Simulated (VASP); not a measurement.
Input:

```yaml
crystal:
  lattice:
    - [7.25784, 0.00000, 0.00000]
    - [0.00000, 7.25784, 0.00000]
    - [0.00000, 0.00000, 4.57953]
  atoms:
    - { symbol: Cs, position: [0.00000, 0.50000, 0.50000] }
    - { symbol: Cs, position: [0.50000, 0.00000, 0.50000] }
    - { symbol: Pd, position: [0.00000, 0.00000, 0.00000] }
    - { symbol: Cl, position: [0.22100, 0.22100, 0.00000] }
    - { symbol: Cl, position: [0.77900, 0.22100, 0.00000] }
    - { symbol: Cl, position: [0.77900, 0.77900, 0.00000] }
    - { symbol: Cl, position: [0.22100, 0.77900, 0.00000] }
```

All values below come from PBEsol GGA, VASP's PBE PAW potentials (set 64) (plane waves; VASP). Run with 300 eV cut-off, 3×3×5 Γ-centred mesh, Gaussian smearing of 0.050 eV, potentials Cs_sv Pd Cl.

**Question.** Predict the energy per atom (σ→0), largest force.

**Answer.** 
```json
{
  "energy per atom (σ→0)": "-3671 meV/atom",
  "largest_force": "0.310 eV/Å"
}
```

Only differences to runs with the same potentials and settings are physical.

The structure comes from a measured Cs2PdCl4 entry of the Crystallography Open Database, whose conditions weren't checked. The cell was not relaxed at this level.
